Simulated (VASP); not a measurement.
Consider the following.

```xyz
6
Lattice="4.5760 0.0000 0.0000 0.0000 4.5760 0.0000 0.0000 0.0000 3.2023" Properties=species:S:1:pos:R:3 pbc="T T T"
Ir     0.0000     4.5760     0.0000
Ir     2.2880     2.2880     1.6012
O      1.4104     1.4104     0.0000
O      3.6984     0.8776     1.6012
O      0.8776     3.6984     1.6012
O      3.1656     3.1656     0.0000
```

Method: RPBE GGA, VASP's PBE PAW potentials (set 64) (plane waves; VASP). Settings: 520 eV cut-off, Gaussian smearing of 0.050 eV, potentials Ir O.

Problem. Give the energies of bands 11 to 24 at the high-symmetry points, in eV from the Fermi level.

Solution. 
| band | Γ | X | M | Z | R | A |
|---|---|---|---|---|---|---|
| 11 | -4.59 | -5.75 | -4.82 | -5.45 | -5.11 | -5.42 |
| 12 | -4.59 | -5.75 | -4.82 | -5.45 | -5.11 | -5.42 |
| 13 | -3.34 | -4.87 | -4.05 | -5.08 | -4.77 | -4.04 |
| 14 | -2.69 | -4.87 | -4.05 | -5.08 | -4.77 | -4.04 |
| 15 | -2.69 | -2.88 | -3.34 | -3.75 | -3.07 | -3.02 |
| 16 | -2.45 | -2.88 | -3.34 | -3.75 | -3.07 | -3.02 |
| 17 | -2.28 | -1.57 | -2.38 | -1.78 | -2.59 | -1.70 |
| 18 | -2.28 | -1.57 | -2.38 | -1.78 | -2.59 | -1.70 |
| 19 | -2.25 | -1.24 | -2.25 | -0.67 | -1.68 | -1.12 |
| 20 | -2.09 | -1.24 | -2.25 | -0.67 | -1.68 | -1.12 |
| 21 | -2.09 | -0.27 | 0.20 | 0.24 | 0.49 | -0.43 |
| 22 | 0.57 | -0.27 | 0.20 | 0.24 | 0.49 | -0.43 |
| 23 | 1.14 | 3.36 | 2.24 | 2.14 | 0.95 | 2.09 |
| 24 | 3.94 | 3.38 | 2.24 | 2.14 | 0.95 | 2.09 |

It has no gap at this level: it comes out as a metal or semimetal.

The compound is IrO2 in the rutile structure. It was relaxed first, which changed the volume by +5 %.
